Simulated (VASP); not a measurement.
Cr2HN, 4 atoms in the cell. The structure is hexagonal, space group P6/mmm (No. 191). The conventional cell has a = 3.854 Å, b = 3.854 Å, c = 2.606 Å, α = 90.00°, β = 90.00°, γ = 120.00°. Cr (site symmetry -6m2) has 3 N at 2.23 Å and 3 Cr at 2.23 Å as nearest neighbours. H (site symmetry 6/mmm) is surrounded by 2 N at 1.30 Å. Around N (site symmetry 6/mmm) lie 2 H at 1.30 Å. The cell was built by a generator and needn't be a form met in nature.

```yaml
Program: VASP 6.6.1
Task: relaxation of cell and atoms
Functional: PBE
Potentials_or_basis: VASP PAW PBE potentials, release 64 (Cr_pv, H, N)
Cutoff: 600 eV
k_mesh: 6 × 6 × 7
Occupations: gaussian, width 0.05 eV
Spin: collinear spin, ferromagnetic start
Starting_moments: "[3.0, 3.0, 0.0, 0.0] μB"
Further_INCAR_settings: ALGO = Fast; EDIFF = 1e-07; IBRION = 2; EDIFFG = -0.01; NSW = 60; ISIF = 3
```

Potentials or basis: VASP PAW PBE potentials, release 64 (Cr_pv, H, N).

The run is started by

```bash
$ cat potpaw_PBE.64/Cr_pv/POTCAR potpaw_PBE.64/H/POTCAR potpaw_PBE.64/N/POTCAR > POTCAR
$ mpirun -np 1 vasp_std > vasp.out
```

Hardware: 1 thread of Intel(R) Xeon(R) Platinum 8488C (Sapphire Rapids) (shared host).

Q: Estimate the wall time of this run.

A: Run time: 3.7 min on 1 thread of Intel(R) Xeon(R) Platinum 8488C (Sapphire Rapids), on a shared host, peak memory 0.24 GiB. Counts: scf iterations 46, k points 52, ion steps 4.
